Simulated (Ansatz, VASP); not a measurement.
# TiC in two plane-wave programs, part 2 of 2

Wanted: the spread between two codes on one cell, functional and k mesh. The cell is taken from a series of runs on this material, whose earlier steps may have relaxed, scaled, displaced or heated it; both programs get it as it stands.

VASP 6.6.1 and Ansatz 0.2.0.

So far: The structure; VASP: zone-centre phonons, LDA.

## Step 3: Ansatz: zone-centre phonons, LDA

Level of this step: Ansatz beside VASP: Kohn-Sham DFT, plane waves, LDA (Ansatz).

Ansatz runs on its PAW soft_1 files.

The same cell, functional (in two slightly different forms), mesh and smearing now go to Ansatz, which takes its cutoff from its data sets.

The input, input.yaml:

```yaml
crystal:
  lattice:
    - [0.0696363119, 2.1361372901, 2.1361372901]
    - [2.1361372901, 0.0696363119, 2.1361372901]
    - [2.1361372901, 2.1361372901, 0.0696363119]
  atoms:
    - { symbol: C, position: [0.5, 0.5, 0.5] }
    - { symbol: Ti, position: [0.0, 0.0, 0.0] }
kpoints:
  mp_grid: { grid: [16, 16, 16] }
hamiltonian:
  xc: lda
  pseudopotentials: { kind: paw, azcp: { folder: soft_1 }, xc_functional: pbe }
scf:
  occupations: { method: methfessel_paxton, width: 0.2 }
output:
  eigenvalues: true
phonons:
  method: dfpt
```

Launch:

```
$ ansatz run input.yaml --threads 4 --pin off --max-ram 10240MiB --backend cpu --events-out ev --progress --plain --runs-dir out
```

Numbers of over 12 decimals in the logs are rounded to 6 here.

What it wrote:

```text
Engine: ansatz 0.2.0, aarch64-unknown-linux-gnu
Pseudopotentials: kind: paw
Pseudopotential: C, paw, valence charge 4, recommended cutoff 420 eV (normal), soft_1/C.paw.azcp
Pseudopotential: Ti, paw, valence charge 12, recommended cutoff 420 eV (normal), soft_1/Ti.paw.azcp
Functional definition: SPW92
  exchange = slater_x
  correlation = pw_c
Crystal: 2 atoms, lattice volume = 18.542 Å³
Basis set: ecut = 420 eV, 345 PW (Γ), exchange–correlation on 48×48×48 points (8 copies of the dense FFT grid, shifted against one another)
Bands: 12, of which v1, the nominal top of the filled ones, is band 8 counted from 1 (7 counted from 0)
Symmetry: 12 space group operations
k-points: 1098 of 4096 (irreducible under 2 space group operations, time reversal used)
Non-local potential: C, projectors of the file, l = 0: 2, l = 1: 2, l = 2: 1
Non-local potential: Ti, projectors of the file, l = 0: 3, l = 1: 2, l = 2: 3, l = 3: 1
PAW form: soft (Blöchl's): semilocal exchange-correlation on the pseudo side does not see the compensation charge
PAW frozen core: C, regenerated for the run's functional, and the local potential with it (the file was generated under x = pbe(κ = 0.804, μ = 0.219515), c = pbe(β = 0.066725))
PAW frozen core: Ti, regenerated for the run's functional, and the local potential with it (the file was generated under x = pbe(κ = 0.804, μ = 0.219515), c = pbe(β = 0.066725))
PAW one-centre angular grid: C, 110 points (default); XC on 64 Gauss nodes
PAW one-centre angular grid: Ti, 590 points (default); XC on 64 Gauss nodes
Initial density: superposition of atomic densities (chi_scale 0.1, normalization cell, long waves kept (reshape's long-wave potential 0.00 eV rms))
Initial wavefunctions: pseudopotential atomic-orbital guess
Functional: x = slater, c = lda
SCF iter   1: F=—  HF=-2696.183547 eV  |F-HF|=—  |Δ(HF+E_count)|=         —  Δρ=1.48e-1  dr2=5.09e0  ethr=3.10e-3  ⟨swp⟩=4.4  Hψ=65034  notcnv=0
preconditioner: auto → none  [metal: Δε(μ)=0.017 eV  Ē_g=20.583 eV  σ=0.200 eV  W_gap=0.07  n_scr=8 (ndim 8)  ℏωp=32.3 eV  f_vac=0.000  D(μ)=0.17/eV (n_scr^D=0)  sad-step TF]
SCF iter   2: F=—  HF=-2695.645242 eV  |F-HF|=—  |Δ(HF+E_count)|=   5.38e-1  S|Δr|=    0.00e0  Δρ=1.03e-1  dr2=2.51e0  ethr=3.10e-3  ⟨swp⟩=2.0  Hψ=25771  notcnv=0
SCF iter   3: F=—  HF=-2695.124554 eV  |F-HF|=—  |Δ(HF+E_count)|=   5.21e-1  S|Δr|=    0.00e0  Δρ=1.11e-2  dr2=1.43e-2  ethr=3.10e-3  ⟨swp⟩=2.7  Hψ=26459  notcnv=0
SCF iter   4: F=—  HF=-2695.119080 eV  |F-HF|=—  |Δ(HF+E_count)|=   5.47e-3  S|Δr|=    0.00e0  Δρ=1.45e-3  dr2=1.08e-4  ethr=8.94e-5  ⟨swp⟩=2.5  Hψ=31870  notcnv=0
SCF iter   5: F=—  HF=-2695.119289 eV  |F-HF|=—  |Δ(HF+E_count)|=   2.10e-4  S|Δr|=    0.00e0  Δρ=3.12e-4  dr2=1.15e-5  ethr=6.76e-7  ⟨swp⟩=2.1  Hψ=16600  notcnv=0
SCF iter   6: F=—  HF=-2695.119288 eV  |F-HF|=—  |Δ(HF+E_count)|=   1.24e-6  S|Δr|=    0.00e0  Δρ=1.63e-5  dr2=2.84e-8  ethr=7.17e-8  ⟨swp⟩=2.0  Hψ=20768  notcnv=0
SCF iter   7: F=—  HF=-2695.119288 eV  |F-HF|=—  |Δ(HF+E_count)|=   5.83e-7  S|Δr|=    0.00e0  Δρ=3.09e-6  dr2=1.27e-9  ethr=1.78e-10  ⟨swp⟩=2.2  Hψ=19720  notcnv=0
SCF iter   8: F=-2695.119288 eV  HF=-2695.119288 eV  |F-HF|=5.46e-12  |Δ(HF+E_count)|=  3.53e-10  S|Δr|=    0.00e0  Δρ=2.04e-7  dr2=6.71e-12  ethr=1.00e-12  ⟨swp⟩=4.0  Hψ=61034  notcnv=0
the search or the solves at the SCF's close seem to have found levels that the self-consistency loop had missed (the run counts 1). By its estimate they hold under 1e-12 electrons; where the run keeps them, the occupations were computed again with them
SCF 1 converged in 8 iterations: F = -2695.119288 eV  dr2 = 6.71e-12
  greatest PAW one-centre occupation: 0.998 electrons in one spin orbital (limit 2), on the Ti atom at site 1 (counted from 0), in its partial waves of l = 0
DFPT response loops at Γ: preconditioner auto → Kerker (q_TF=auto, 2.662 Å⁻¹) (partly filled bands, converged f_vac=0.000); β = 1.00, the filter's whole step (`scf.mixing.beta` (0.50) is not read by the response loops under this deck's `scf.mixing.preconditioner`; to damp them name `kerker` or `kerker_dos`, under which they read `scf.mixing.beta`, and type it under 1.00, their step now; both keys bind the ground state too); Broyden in place of MSR1
SCF converged after 8 iterations
Stability not checked: this state was not tested for a lower state beside it, because cold or Methfessel-Paxton smearing, or corrected tetrahedra, fill the levels in a way that the test cannot read (fill_not_monotonic; see scf.lower_state_search)
Free energy (F): -2695.119288 eV
Harris-Foulkes:  -2695.119288 eV  (|F-HF|=5.46e-12)
Internal energy: -2695.119704 eV  (E = F + TS)
E sigma→0 (E₀):  -2695.119392 eV
Entropy (-TS):   0.000416 eV (0.208 meV/atom)
Fermi energy:    15.957741 eV
--- Per-component energies (eV) ---
  E_band       = -87.457541
  E_kinetic    = 371.476119
  E_local      = -779.474273  (includes V_loc(G=0)·N_el)
  E_nonlocal   = 89.234482
  E_hartree    = 310.373099
  E_xc         = -164.860576
  E_vxc        = -206.778220  (∫ρ·V_xc dr)
  E_paw        = -1085.907424  (= ΣΔE_a)
  E_vpaw       = -182.661830  (= ΣTr[D̂ρ^β])
  E_aug_tail   = -0.000077  (compensation charges beyond the density's cutoff)
  E_ewald      = -1436.349837
  E_core_change = 0.388783  (= ΣΔE_core)
  E_smearing   = 0.000416  (= −TS)
  E_closure    = 0.000000  (closes the sum)
  Σ components = -2695.119288   (vs F -2695.119288, Δ=0.00e0)
--- Band table (eV; the first three rows and the last of 1098) ---
  k-point 0: bands = [... 4 lower, 3.2991, 16.2357, 16.7517, 16.7517, 17.4474, 17.8816, 17.8816, 17.8986]
  k-point 1: bands = [... 4 lower, 3.4011, 16.0742, 16.2568, 16.6139, 16.8835, 17.0549, 18.0728, 18.8655]
  k-point 2: bands = [... 4 lower, 3.6998, 15.3213, 15.3413, 15.7655, 16.8704, 17.1658, 18.4258, 20.0631]
  k-point 1097: bands = [... 4 lower, 7.0125, 9.6939, 13.0468, 13.0468, 19.0512, 19.0512, 20.2851, 24.8164]
--- Phonons (Γ-DFPT): 2 representative perturbations + reference, on 1098 of 4096 k-points (Σ response iterations 6) ---
  k mesh reduced under 2 symmetry operations, with k and −k counted as one. Each operation leaves every solved perturbation unchanged. A smaller set is not used because it would not reduce the number of displacements times k-points to solve
  ASR residual: 9.642e-5 → 0.000e0 eV/Å²; symmetrization residual: 1.142e-7 eV/Å²
  ASR residual per site (eV/Å²): 9.64e-5 3.84e-5
  Γ frequencies (cm⁻¹): 0.00 0.00 0.00 575.54 575.54 633.37
  non-analytic LO–TO correction: not included (Born effective charges unavailable; polar crystals: no LO–TO splitting at Γ)
```

Reading the cycles: dr2 is the Hartree energy of the density residual (eV), the measure of convergence; HF is the Harris–Foulkes estimate of the energy, which meets the free energy F at convergence.

## Step 4: Differences

Known differences besides the potentials themselves: the cutoff is 420 eV in Ansatz and 600 eV in VASP; VASP's log shows a relativistic correction to its local exchange, Ansatz's none. Total energies have different zeros and are not compared.

Compared:

| quantity | Ansatz | VASP | difference |
| --- | --- | --- | --- |
| optical mode 1 to 2 (cm⁻¹) | 575.5 | 577.1 | -0.27 % |
| optical mode 3 (cm⁻¹) | 633.4 | 634.2 | -0.13 % |

Modes are paired by rising frequency, not by their patterns, so a pair may set unlike modes beside each other; they are those without the splitting of longitudinal modes.

## Step 5: Outcome

| Item | Value |
| --- | --- |
| r.m.s. difference of the optical zone-centre modes, each program's sorted by frequency (zone-centre phonons, LDA) | 1.3 cm⁻¹ |

What this shows: The r.m.s. difference of the optical zone-centre modes, each program's sorted by frequency is 1.3 cm⁻¹ (zone-centre phonons, LDA). Such differences can come from data sets, numerical settings and the points named under the comparisons, not from the functional's error against experiment.

[Lines on the potential files, build, host, timing and source positions are cut from VASP's logs without a mark.]

[Logs are printed without paths, hosts, clocks, repeated set-up lines and the standing remarks that a program may print on its own settings, such as how far it seeks lower states.]

[Hosts, paths, dates, database ids (printed as entryN), source tags and the programs' standing remarks are cut or masked in the printed files.]
